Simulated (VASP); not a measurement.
A run of VASP 6.6.1:

File INCAR:

```
SYSTEM = Hf
PREC = Accurate ; ENCUT = 520
EDIFF = 1E-7 ; ISMEAR = 0
SIGMA = 0.1 ; LREAL = .False.
LASPH = .True. ; NELM = 80
ALGO = Normal ; ISIF = 3
LWAVE = .False. ; LCHARG = .False.
GGA = PS ; IBRION = 2
NSW = 80 ; EDIFFG = -0.002
```

The input KPOINTS:

```
Automatic mesh
0
Gamma
  15 15 8
  0 0 0
```

POSCAR

```
Hf                                      
1.0
    3.1579605584     -0.0000000000     -0.0000000000
   -1.5789802792      2.7348740694     -0.0000000000
    0.0000000000      0.0000000000      4.9876110779
  Hf            
     2
Direct
     0.3333333300000021    0.6666666699999979    0.2500000000000000
     0.6666666699999979    0.3333333300000021    0.7500000000000000
```

Potentials or basis: VASP PAW PBE potentials, release 64 (Hf_pv).

The run is started by

```sh
$ cat potpaw_PBE.64/Hf_pv/POTCAR > POTCAR
$ mpirun -np 1 vasp_std > vasp.out
```

Hardware: 1 thread of Intel(R) Xeon(R) 6975P-C (Granite Rapids), with other jobs on the host.

Q: How long does it take, and how much memory?

A: It took 22 s on 1 thread of Intel(R) Xeon(R) 6975P-C (Granite Rapids) (shared host), peak memory 0.21 GiB. Counts: scf iterations 14, k points 135, ion steps 1.
